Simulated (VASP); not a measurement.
Output of a VASP run:

### OUTCAR
```
 ion  position               nearest neighbor table
   1  0.000  0.000  0.000-   3 3.02   2 3.02   3 3.02   2 3.02   3 3.02   2 3.02   3 3.02   2 3.02
  LATTYP: Found a body centered tetragonal cell.
 ALAT       =     4.8933294499
 C/A-ratio  =     1.4424978336
 Subroutine PRICEL returns:
 Original cell was already a primitive cell.
 Subroutine GETGRP returns: Found 16 space group operations
The static configuration has the point symmetry D_4h.
The dynamic configuration has the point symmetry D_4h.
 Subroutine INISYM returns: Found 16 space group operations
 Subroutine IBZKPT returns following result:
 Found     30 irreducible k-points:

 Following reciprocal coordinates:
            Coordinates               Weight
  0.000000  0.000000  0.000000      1.000000
  0.166667  0.000000  0.000000      8.000000
  0.333333  0.000000  0.000000      8.000000
  0.500000  0.000000  0.000000      4.000000
  0.166667  0.166667  0.000000      4.000000
  0.333333  0.166667  0.000000     16.000000
  0.500000  0.166667  0.000000     16.000000
 -0.333333  0.166667 -0.000000     16.000000
 -0.166667  0.166667 -0.000000      8.000000
  0.333333  0.333333  0.000000      4.000000
  0.500000  0.333333  0.000000     16.000000
 -0.333333  0.333333  0.000000      8.000000
  0.500000  0.500000  0.000000      2.000000
  0.166667  0.000000  0.166667      2.000000
  0.333333  0.000000  0.166667      8.000000
  0.500000  0.000000  0.166667      8.000000
 -0.333333  0.000000  0.166667      8.000000
 -0.166667  0.000000  0.166667      4.000000
  0.500000  0.333333  0.166667      8.000000
 -0.333333  0.333333  0.166667      8.000000
  0.333333  0.500000  0.166667      8.000000
 -0.333333  0.500000  0.166667      4.000000
  0.333333 -0.333333  0.166667     16.000000
  0.500000 -0.333333  0.166667      4.000000
  0.333333 -0.166667  0.166667      8.000000
  0.333333  0.000000  0.333333      2.000000
  0.500000  0.000000  0.333333      8.000000
 -0.333333  0.000000  0.333333      4.000000
  0.500000 -0.166667  0.333333      4.000000
  0.500000  0.000000  0.500000      1.000000
   k-points           NKPTS =     30   k-points in BZ     NKDIM =     30   number of bands    NBANDS=     16
   number of dos      NEDOS =    301   number of ions     NIONS =      3
   total plane-waves  NPLWV =  46656
   dimension x,y,z NGX =    36 NGY =   36 NGZ =   36
   dimension x,y,z NGXF=    72 NGYF=   72 NGZF=   72
   ions per type =               1   2
   PREC   = accura    normal or accurate (medium, high low for compatibility)
   ISTART =      0    job   : 0-new  1-cont  2-samecut
   ICHARG =      2    charge: 1-file 2-atom 10-const
   ISPIN  =      1    spin polarized calculation?
   LNONCOLLINEAR =      F non collinear calculations
   LSORBIT =      F    spin-orbit coupling
   INIWAV =      1    electr: 0-lowe 1-rand  2-diag
   ENCUT  =  480.0 eV  35.28 Ry    5.94 a.u.   8.83  8.74  8.83*2*pi/ulx,y,z
   NELM   =    100;   NELMIN=  2; NELMDL= -5     # of ELM steps
   EDIFF  = 0.1E-06   stopping-criterion for ELM
   LREAL  =      F    real-space projection
   NLSPLINE    = F    spline interpolate recip. space projectors
   LMAXMIX     =    4 max onsite mixed and CHGCAR
   VOSKOWN=      0    Vosko Wilk Nusair interpolation
   EDIFFG = 0.1E-05   stopping-criterion for IOM
   NSW    =      0    number of steps for IOM
   NBLOCK =      1;   KBLOCK =      1    inner block; outer block
   IBRION =     -1    ionic relax: 0-MD 1-quasi-New 2-CG
   NFREE  =      0    steps in history (QN), initial steepest desc. (CG)
   ISIF   =      2    stress and relaxation
   ISYM   =      2    0-nonsym 1-usesym 2-fastsym
   TEIN   =    0.0    initial temperature
   TEBEG  =    0.0;   TEEND  =   0.0 temperature during run
   SMASS  =  -3.00    Nose mass-parameter (am)
   PSTRESS=    0.0 pullay stress
   NELECT =      24.0000    total number of electrons
   EFERMI =   0.00;   METHOD = LEGACY
   ISMEAR =     0;   SIGMA  =   0.05  broadening in eV -4-tet -1-fermi 0-gaus
...
```

OSZICAR:
```
       N       E                     dE             d eps       ncg     rms          rms(c)
DAV:   1     0.144508670344E+03    0.14451E+03   -0.11220E+04   960   0.126E+03
DAV:   2    -0.480387303405E+01   -0.14931E+03   -0.14636E+03  1280   0.244E+02
DAV:   3    -0.132626790654E+02   -0.84588E+01   -0.84512E+01  1288   0.627E+01
DAV:   4    -0.135562174026E+02   -0.29354E+00   -0.29348E+00  1728   0.985E+00
DAV:   5    -0.135586785294E+02   -0.24611E-02   -0.24611E-02  1368   0.806E-01    0.141E+01
DAV:   6    -0.133261958024E+02    0.23248E+00   -0.60068E-01  1248   0.447E+00    0.897E+00
DAV:   7    -0.133306861356E+02   -0.44903E-02   -0.35966E-01  1440   0.387E+00    0.152E+00
DAV:   8    -0.133319535205E+02   -0.12674E-02   -0.53416E-02  1232   0.135E+00    0.269E-01
DAV:   9    -0.133337559674E+02   -0.18024E-02   -0.19544E-03  1272   0.283E-01    0.991E-02
DAV:  10    -0.133349466206E+02   -0.11907E-02   -0.11077E-03  1120   0.189E-01    0.325E-02
DAV:  11    -0.133350598048E+02   -0.11318E-03   -0.14329E-04  1328   0.612E-02    0.328E-02
DAV:  12    -0.133350722326E+02   -0.12428E-04   -0.20087E-05  1264   0.234E-02    0.754E-03
DAV:  13    -0.133350753138E+02   -0.30812E-05   -0.61089E-06  1312   0.132E-02    0.345E-03
DAV:  14    -0.133350755224E+02   -0.20859E-06   -0.74566E-07  1176   0.494E-03    0.301E-03
DAV:  15    -0.133350755310E+02   -0.85915E-08   -0.39039E-08  1112   0.135E-03
   1 F= -.13335076E+02 E0= -.13335076E+02  d E =-.631647E-24
```

**OUTCAR**
```
------------------------ aborting loop because EDIFF is reached ----------------------------------------
  FORCE on cell =-STRESS in cart. coord.  units (eV):
  Direction    XX          YY          ZZ          XY          YZ          ZX
  --------------------------------------------------------------------------------------
  Total       -0.2492760     -0.7709634     -0.2492760     -0.0000000     -0.0000000      0.0000000
  in kB       -4.7259868    -14.6165813     -4.7259868     -0.0000000     -0.0000000      0.0000000
  external PRESSURE =      -8.0228516 kB  Pullay stress =       0.0000000 kB
  volume of cell :       84.51
      direct lattice vectors                 reciprocal lattice vectors
     0.000000000  3.529308565  3.460106437    -0.144504225  0.141670809  0.144504225
     3.460106437  0.000000000  3.460106437     0.144504225 -0.141670809  0.144504225
     3.460106437  3.529308565  0.000000000     0.144504225  0.141670809 -0.144504225
 POSITION                                       TOTAL-FORCE (eV/Angst)
 -----------------------------------------------------------------------------------
      0.00000      0.00000      0.00000         0.000000     -0.000000     -0.000000
      1.73005      1.76465      1.73005         0.000000      0.000000      0.000000
      5.19016      5.29396      5.19016        -0.000000     -0.000000      0.000000
 -----------------------------------------------------------------------------------
    total drift:                                0.000000      0.000000      0.000000
  FREE ENERGIE OF THE ION-ELECTRON SYSTEM (eV)
  ---------------------------------------------------
  free  energy   TOTEN  =       -13.3350755310 eV

  energy  without entropy=      -13.3350755310  energy(sigma->0) =      -13.33507553
```
(Selected blocks of OUTCAR.)

### POSCAR
```
SrCl2
1
    0.0000000000     3.5293085653     3.4601064366
    3.4601064366     0.0000000000     3.4601064366
    3.4601064366     3.5293085653     0.0000000000
Sr Cl
1 2
Direct
  0.0000000000   0.0000000000   0.0000000000
  0.2500000000   0.2500000000   0.2500000000
  0.7500000000   0.7500000000   0.7500000000
```

Task: Reconstruct the remaining input files.

Result: One answer among several that fit: the input of the run itself, PBEsol GGA, plane waves, VASP's PBE PAW potentials (set 64).

**INCAR**
```
SYSTEM = SrCl2
PREC = Accurate; ENCUT = 480; LREAL = .False.
LASPH = .True.
EDIFF = 1E-7; NELM = 100; ALGO = Normal
LMAXMIX = 4
ISMEAR = 0; SIGMA = 0.05
GGA = PS
ISIF = 2
LWAVE = .False.; LCHARG = .False.
```

### KPOINTS
```
Automatic
0
G
6 6 6
0 0 0
```

POTCAR, in this order: Sr_sv Cl (PBE.64 set). Program: vasp_std.

The compound is SrCl2 in the fluorite structure. This cell was strained or had an atom moved on purpose.
